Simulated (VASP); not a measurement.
Here is the system:

```xyz
2
Lattice="1.7795 -3.0821 0.0000 1.7795 3.0821 0.0000 0.0000 0.0000 5.5223" Properties=species:S:1:pos:R:3 pbc="T T T"
Tm     1.7795     1.0274     1.3806
Tm     1.7795    -1.0274     4.1417
```

All values below come from PBE GGA with spin-orbit coupling, VASP's PBE PAW potentials (set 64) (plane waves; VASP). Settings: 400 eV cut-off, 11×11×6 Γ-centred mesh, Gaussian smearing of 0.050 eV, potentials Tm_3.

The 4f electrons are frozen in the core of the lanthanide potential, so 4f levels, which can set the real gap, and their magnetism are missing.

Q: Give the energies of bands 13 to 25 at the high-symmetry points, in eV from the Fermi level.

A: 
```
band      Γ      M      K      A      L      H
----  -----  -----  -----  -----  -----  -----
13    -5.67  -2.19  -0.99  -4.01  -2.03  -0.64
14    -5.67  -2.19  -0.99  -4.01  -2.03  -0.64
15    -2.29  -1.38  -0.81  -4.01  -2.03  -0.59
16    -2.29  -1.38  -0.81  -4.01  -2.03  -0.59
17     0.97  -0.88  -0.77   1.13   0.11  -0.52
18     0.97  -0.88  -0.77   1.13   0.11  -0.52
19     1.86  -0.23  -0.54   1.13   0.11  -0.37
20     1.86  -0.23  -0.54   1.13   0.11  -0.37
21     2.13   1.57   1.20   1.79   1.44   0.36
22     2.13   1.57   1.20   1.79   1.44   0.36
23     2.42   1.66   1.28   1.79   1.44   0.52
24     2.42   1.66   1.28   1.82   1.49   0.52
25     2.56   2.40   2.67   1.99   3.16   3.09
```

It has no gap at this level: it comes out as a metal or semimetal.

The compound is Tm in the hcp structure. It was relaxed first.
